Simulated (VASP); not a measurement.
# Al: relaxation of the atoms with LDA

Crystal: Al.

```xyz
1
Lattice="0.0000 1.9789 1.9789 1.9789 0.0000 1.9789 1.9789 1.9789 0.0000" Properties=species:S:1:pos:R:3 pbc="T T T"
Al    0.0000    0.0000    0.0000
```

The cell isn't the ideal one: a relaxed cell with its volume scaled by 0.98.

| Property | Result |
| --- | --- |
| Program | VASP 6.6.1 |
| Task | relaxation of the atoms |
| Functional | LDA |
| Potentials or basis | VASP PAW LDA potentials, release 64 (Al) |
| Cutoff | 600 eV |
| k mesh | 16 × 16 × 16 |
| Occupations | methfessel-paxton, width 0.1 eV |
| Spin | no spin polarisation |
| Further INCAR settings | ALGO = Normal; EDIFF = 1e-07; IBRION = 2; EDIFFG = -0.01; NSW = 40 |

```json
{
 "Pressure after relaxing": "1.8 GPa",
 "Band gap on the k mesh": "none (metal or under the smearing width)"
}
```

Final structure:
```
Al
1.0
     0.00000    1.97887    1.97887
     1.97887    0.00000    1.97887
     1.97887    1.97887    0.00000
Al
1
Cartesian
  0.0000 0.0000 0.0000
```

Levels at points of the mesh, in eV from the Fermi level:
| k point | band 1 | band 2 | band 3 | band 4 | band 5 |
| --- | --- | --- | --- | --- | --- |
| (0.00, 0.00, 0.00) | -11.56 | 12.89 | 12.89 | 12.89 | 14.70 |
| (0.50, 0.00, 0.00) | -4.82 | -4.50 | 11.70 | 11.70 | 11.89 |
| (0.50, 0.50, 0.00) | -3.07 | -1.65 | 5.28 | 5.81 | 5.81 |

It took 7.8 s on 1 thread of Intel(R) Xeon(R) Platinum 8488C (Sapphire Rapids), with other jobs on the host, peak memory 0.13 GiB.

Caveat: the relaxation stopped at its first step, so nothing moved.
